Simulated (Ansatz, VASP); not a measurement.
## Os (Osmium) in two plane-wave programs

One calculation is typed for both programs; each brings its own data sets. How far apart do they land? The structure shown is the end of the Ansatz relaxation below.

Method: plane waves, with VASP 6.6.1 beside it; single point at PBEsol, in Ansatz 0.2.0.

### Step 1. The starting structure

Symmetry: P6_3/mmc, No. 194, hexagonal system. The conventional cell has a = 2.712 Å, b = 2.712 Å, c = 4.441 Å, α = 90.00°, β = 90.00°, γ = 120.00°. Os has 12 Os at 2.71 to 2.72 Å nearest.

### Step 2. Ansatz: relaxation, PBEsol

Ansatz runs on its PAW soft_1 files.

This run makes the geometry at which the two programs are then compared.

input.yaml reads:

```yaml
crystal:
  lattice:
    - [2.7164376276, 0.0, 0.0]
    - [-1.3582188138, 2.3525039933, 0.0]
    - [0.0, 0.0, 4.4405022378]
  atoms:
    - { symbol: Os, position: [0.3333333333, 0.6666666667, 0.25] }
    - { symbol: Os, position: [0.6666666667, 0.3333333333, 0.75] }
kpoints:
  mp_grid: { grid: [18, 18, 12] }
hamiltonian:
  xc: pbesol
  pseudopotentials: { kind: paw, azcp: { folder: soft_1 }, xc_functional: pbe }
scf:
  occupations: { method: methfessel_paxton, width: 0.2 }
output:
  forces: true
  stress: true
  eigenvalues: true
relax:
  adjacent_minimum: "off"
  f_tol: 0.001
  max_steps: 60
  cell: { stress_tol: 0.01, fix: [c, angles] }
```

Run with:

```bash
ansatz run input.yaml --threads 4 --pin off --max-ram 10240MiB --backend cpu --events-out ev --progress --plain --runs-dir out
```

Numbers of over 12 decimals in the logs are rounded to 6 here.

Log:

```text
Warning: crystal.symmetry: narrowed to the stabiliser of the fixed cell quantities (relax.cell.fix) — unitary ops 24 → 8. The narrowing is safe, since a smaller group never makes results wrong: the run goes on under it, on as many k-points as the starting group would need, or more. Excluded: 16 operations that would move a fixed cell quantity at a test strain (relax.cell.fix fixes c, alpha, beta, gamma). The cell can leave their symmetry as it relaxes.
Engine: ansatz 0.2.0, aarch64-unknown-linux-gnu
Pseudopotentials: kind: paw
Pseudopotential: Os, paw, valence charge 16, recommended cutoff 420 eV (normal), soft_1/Os.paw.azcp
Functional definition: PBEsol
  exchange = pbesol_x
  correlation = pbesol_c
Crystal: 2 atoms, lattice volume = 28.377 Å³
Basis set: ecut = 420 eV, 549 PW (Γ), exchange–correlation on 40×40×60 points (8 copies of the dense FFT grid, shifted against one another)
Bands: 20, of which v1, the nominal top of the filled ones, is band 16 counted from 1 (15 counted from 0)
Symmetry: 8 space group operations
k-points: 637 of 3888
Non-local potential: Os, projectors of the file, l = 0: 3, l = 1: 2, l = 2: 2, l = 3: 1
PAW form: soft (Blöchl's): semilocal exchange-correlation on the pseudo side does not see the compensation charge
PAW frozen core: Os, regenerated for the run's functional, and the local potential with it (the file was generated under x = pbe(κ = 0.804, μ = 0.219515), c = pbe(β = 0.066725))
PAW one-centre angular grid: Os, 590 points (default); XC on 64 Gauss nodes
Initial density: superposition of atomic densities (chi_scale 0.1, normalization cell)
Initial wavefunctions: pseudopotential atomic-orbital guess
Functional: x = pbesol(κ = 0.804, μ = 0.123457), c = pbesol(β = 0.046)
SCF iter   1: F=—  HF=-22504.966171 eV  |F-HF|=—  |Δ(HF+E_count)|=         —  Δρ=6.29e-2  dr2=9.83e-1  ethr=3.10e-3  ⟨swp⟩=4.7  Hψ=49080  notcnv=0
preconditioner: auto → none  [metal: Δε(μ)=0.009 eV  Ē_g=6.960 eV  σ=0.200 eV  W_gap=0.04  n_scr=8 (ndim 8)  ℏωp=27.9 eV  f_vac=0.000  D(μ)=1.16/eV (n_scr^D=8)  sad-step TF]
SCF iter   2: F=—  HF=-22504.703947 eV  |F-HF|=—  |Δ(HF+E_count)|=   2.62e-1  S|Δr|=    0.00e0  Δρ=3.58e-2  dr2=3.06e-1  ethr=3.07e-3  ⟨swp⟩=2.0  Hψ=20094  notcnv=0  defer=75
SCF iter   3: F=—  HF=-22504.598621 eV  |F-HF|=—  |Δ(HF+E_count)|=   1.05e-1  S|Δr|=    0.00e0  Δρ=1.86e-3  dr2=3.75e-4  ethr=9.56e-4  ⟨swp⟩=2.0  Hψ=20042  notcnv=0  defer=75
SCF iter   4: F=—  HF=-22504.598508 eV  |F-HF|=—  |Δ(HF+E_count)|=   1.14e-4  S|Δr|=    0.00e0  Δρ=2.40e-4  dr2=9.39e-6  ethr=1.17e-6  ⟨swp⟩=2.0  Hψ=22824  notcnv=0  defer=75
SCF iter   5: F=—  HF=-22504.598523 eV  |F-HF|=—  |Δ(HF+E_count)|=   1.58e-5  S|Δr|=    0.00e0  Δρ=4.65e-5  dr2=2.71e-7  ethr=2.94e-8  ⟨swp⟩=3.0  Hψ=23388  notcnv=0  defer=75
SCF iter   6: F=-22504.598523 eV  HF=-22504.598523 eV  |F-HF|=1.65e-8  |Δ(HF+E_count)|=   8.46e-8  S|Δr|=    0.00e0  Δρ=1.23e-5  dr2=2.94e-8  ethr=3.13e-10  ⟨swp⟩=5.2  Hψ=46879  notcnv=0
SCF 1 converged in 6 iterations: F = -22504.598523 eV  dr2 = 2.94e-8
  greatest PAW one-centre occupation: 1.000 electrons in one spin orbital (limit 2), on the Os atom at site 1 (counted from 0), in its partial waves of l = 0
relax step   1: F+E_penalty+E_count = -22504.59852346 eV  Δ(F+E_penalty+E_count) = +0.000e0 eV  max|allowed force component| = 8.173e-7 eV/Å  Δτ_max = 0.0000 Å  P = -8.735 GPa  Ω = 28.377 Å³  fix = [c, alpha, beta, gamma]  reactions: c -22.425 GPa; gamma -0.000 GPa/rad  (6 SCF iters, dr2 threshold 1.00e-7 eV, accepted)
[...]
relax step   2: F+E_penalty+E_count = -22504.59660245 eV  Δ(F+E_penalty+E_count) = +1.921e-3 eV  max|allowed force component| = 2.238e-6 eV/Å  Δτ_max = 0.0000 Å  P = -4.096 GPa  Ω = 28.059 Å³  energy of the carried Pulay correction = +2.109e-4 eV  fix = [c, alpha, beta, gamma]  (4 SCF iters, dr2 threshold 2.00e-7 eV, rejected (line search))
[...]
relax step   3: F+E_penalty+E_count = -22504.59919824 eV  Δ(F+E_penalty+E_count) = -6.748e-4 eV  max|allowed force component| = 5.562e-7 eV/Å  Δτ_max = 0.0000 Å  P = -7.302 GPa  Ω = 28.276 Å³  energy of the carried Pulay correction = +6.653e-5 eV  fix = [c, alpha, beta, gamma]  reactions: c -21.831 GPa; gamma -0.000 GPa/rad  (6 SCF iters, accepted)
[...]
relax step   4: F+E_penalty+E_count = -22504.59919981 eV  Δ(F+E_penalty+E_count) = -1.573e-6 eV  max|allowed force component| = 1.828e-8 eV/Å  Δτ_max = 0.0000 Å  P = -7.273 GPa  Ω = 28.274 Å³  energy of the carried Pulay correction = +6.787e-5 eV  fix = [c, alpha, beta, gamma]  reactions: c -21.819 GPa; gamma +0.000 GPa/rad  (2 SCF iters, dr2 threshold 3.48e-9 eV, accepted)
[...]
relax step   5: F+E_penalty+E_count = -22504.59913552 eV  Δ(F+E_penalty+E_count) = +6.429e-5 eV  max|allowed force component| = 1.322e-8 eV/Å  Δτ_max = 0.0000 Å  P = -7.271 GPa  Ω = 28.274 Å³  fix = [c, alpha, beta, gamma]  reactions: c -21.817 GPa; gamma +0.000 GPa/rad  stress off target by 1.65e-3 GPa on what of the cell is left free  SCF on the basis re-selected at this cell (its energy is not comparable with the rows above)  (4 SCF iters)
basis re-selected at this cell: Δ(F+E_penalty+E_count) = +6.429e-5 eV, ΔP = +0.001 GPa vs the last step (what re-selecting the basis moved, of the pressure what is left beyond the Pulay correction that the steps carried, after the strain that the cell walked since its last selection, with what the two solves' SCF thresholds leave and, on support functions, any second-order correction that the steps lacked; it is no m [...]
SCF converged after 4 iterations
Stability not checked: this state was not tested for a lower state beside it, because cold or Methfessel-Paxton smearing, or corrected tetrahedra, fill the levels in a way that the test cannot read (fill_not_monotonic; see scf.lower_state_search)
Free energy (F): -22504.599136 eV
Harris-Foulkes:  -22504.599136 eV  (|F-HF|=3.64e-12)
Internal energy: -22504.599228 eV  (E = F + TS)
E sigma→0 (E₀):  -22504.599159 eV
Entropy (-TS):   0.000093 eV (0.046 meV/atom)
Fermi energy:    25.510395 eV
--- Per-component energies (eV) ---
  E_band       = -144.834558
  E_kinetic    = 983.240240
  E_local      = -1846.864979  (includes V_loc(G=0)·N_el)
  E_nonlocal   = 398.038183
  E_hartree    = 658.214404
  E_xc         = -465.112048
  E_vxc        = -491.871210  (∫ρ·V_xc dr)
  E_paw        = -17829.475601  (= ΣΔE_a)
  E_vpaw       = -503.806448  (= ΣTr[D̂ρ^β])
  E_aug_tail   = 0.000872  (compensation charges beyond the density's cutoff)
  E_ewald      = -4403.136295
  E_core_change = 0.495995  (= ΣΔE_core)
  E_smearing   = 0.000093  (= −TS)
  E_closure    = -0.000000  (closes the sum)
  Σ components = -22504.599136   (vs F -22504.599136, Δ=0.00e0)
--- Forces (eV/Å), atoms counted from 1 ---
  atom   1  Os    -0.00000001     0.00000001     0.00000000
  atom   2  Os     0.00000001    -0.00000001     0.00000000
  max |Σ_I F_I| component: 0.00e0 eV/Å
--- Stress (GPa, compression-positive) ---
        0.001646      -0.000000       0.000000
       -0.000000       0.001646       0.000000
        0.000000       0.000000     -21.817221
  P = ⅓ Tr σ = -7.2713 GPa (-72.713 kbar)
--- Band table (eV; the first three rows and the last of 637) ---
  k-point 0: bands = [... 12 lower, 22.5397, 23.2749, 23.2749, 24.3018, 24.3018, 25.1060, 27.2053, 27.2053]
  k-point 1: bands = [... 12 lower, 22.5036, 23.2299, 23.2299, 24.4064, 24.4064, 24.8358, 27.2067, 27.2067]
  k-point 2: bands = [... 12 lower, 22.4254, 23.1071, 23.1071, 24.1608, 24.6859, 24.6859, 27.1955, 27.1955]
  k-point 636: bands = [... 12 lower, 24.4779, 24.4779, 25.3506, 25.3506, 28.1025, 28.1025, 28.7683, 28.7683]
--- Relaxed structure (4 steps of the walk, 3 accepted, 1 SCFs on fresh bases) ---
  F+E_penalty+E_count = -22504.59913552 eV   max|allowed force component| = 1.322e-8 eV/Å   (the final SCF, on the basis selected at the relaxed cell)
  cell:  # Å, volume = 28.2739 Å³
    - [2.711514, 0, 0.0]
    - [-1.355757, 2.348240, 0.0]
    - [0.0, 0.0, 4.4405022378]
  atoms:
    - { symbol: Os, position: [0.333333, 0.666667, 0.250000] }
    - { symbol: Os, position: [0.666667, 0.333333, 0.750000] }
```

Reading the cycles: dr2 is the Hartree energy of the density residual (eV), the measure of convergence; HF is the Harris–Foulkes estimate of the energy, which meets the free energy F at convergence.

### Step 3. VASP: single point, PBEsol, pair 1

The same cell, functional, mesh and smearing now go to VASP, with its own data sets.

Lines of VASP's logs that name or quote its potential files are left out, and so is its time.

INCAR reads:

```
SYSTEM = Os
PREC = Accurate
ENCUT = 600
EDIFF = 1E-06
NELM = 120
ISMEAR = 1
SIGMA = 0.2
LREAL = .FALSE.
ALGO = Normal
GGA = PS
NBANDS = 14
LASPH = .TRUE.
LORBIT = 11
LWAVE = .FALSE.
LCHARG = .FALSE.
ISIF = 2
GGA_COMPAT = .FALSE.
KPAR = 2
```

POSCAR reads:

```
Os
1.0
    2.7115136711      0.0000000000      0.0000000000
   -1.3557568355      2.3482397219      0.0000000000
    0.0000000000      0.0000000000      4.4405022378
Os
2
Direct
    0.3333333322      0.6666666656      0.2500000000
    0.6666666656      0.3333333322      0.7500000000
```

KPOINTS reads:

```
Automatic mesh
0
Gamma
18 18 12
0 0 0
```

Potentials, in the order of the species: Os (PBE family, release 64).

Run with:

```bash
mpirun -np 2 vasp_std
```

Log:

```text
[banner, memory and clock lines left out]
running    2 mpi-ranks, on    1 nodes
 distrk:  each k-point on    1 cores,    2 groups
 distr:  one band on    1 cores,    1 groups

 POSCAR found type information on POSCAR Os
 POSCAR found :  1 types and       2 ions
|                                                                             |
|               ----> ADVICE to this user running VASP <----                  |
|                                                                             |
|     You enforced a specific xc type in the INCAR file but a different       |
|     [... a line on the potential file left out ...]
|     I HOPE YOU KNOW WHAT YOU ARE DOING!                                     |
|                                                                             |

 LDA part: xc-table for (Slater+PW92), standard interpolation
 POSCAR, INCAR and KPOINTS ok, starting setup
 FFT: planning ... GRIDC
 FFT: planning ... GRID_SOFT
 FFT: planning ... GRID
 WAVECAR not read
 entering main loop
       N       E                     dE             d eps       ncg     rms          rms(c)
DAV:   1     0.115358294811E+03    0.11536E+03   -0.81747E+03  7252   0.124E+03
DAV:   2    -0.194191696234E+02   -0.13478E+03   -0.11851E+03  7378   0.365E+02
DAV:   3    -0.259183517495E+02   -0.64992E+01   -0.61390E+01  9472   0.697E+01
DAV:   4    -0.259986470394E+02   -0.80295E-01   -0.79959E-01  7968   0.803E+00
DAV:   5    -0.259991360165E+02   -0.48898E-03   -0.48892E-03  9498   0.561E-01    0.235E+01
DAV:   6    -0.247788921127E+02    0.12202E+01   -0.11735E+00  9040   0.953E+00    0.104E+01
DAV:   7    -0.244395036195E+02    0.33939E+00   -0.73751E-01  9186   0.746E+00    0.514E-01
DAV:   8    -0.244331339511E+02    0.63697E-02   -0.67870E-03  7380   0.649E-01    0.322E-01
DAV:   9    -0.244301108148E+02    0.30231E-02   -0.16245E-03  8494   0.448E-01    0.559E-02
DAV:  10    -0.244301379061E+02   -0.27091E-04   -0.68312E-05  9250   0.783E-02    0.103E-02
DAV:  11    -0.244301110012E+02    0.26905E-04   -0.62167E-06  7966   0.274E-02    0.125E-03
DAV:  12    -0.244301105675E+02    0.43377E-06   -0.11233E-07  4574   0.341E-03
   1 F= -.24430111E+02 E0= -.24430155E+02  d E =0.132274E-03
```

(Continued in part 2 of 2.)

[Lines on the potential files, build, host, timing and source positions are cut from VASP's logs without a mark.]

[Logs are printed without paths, hosts, clocks, repeated set-up lines and the standing remarks that a program may print on its own settings, such as how far it seeks lower states.]

[Hosts, paths, dates, database ids (printed as entryN), source tags and the programs' standing remarks are cut or masked in the printed files.]
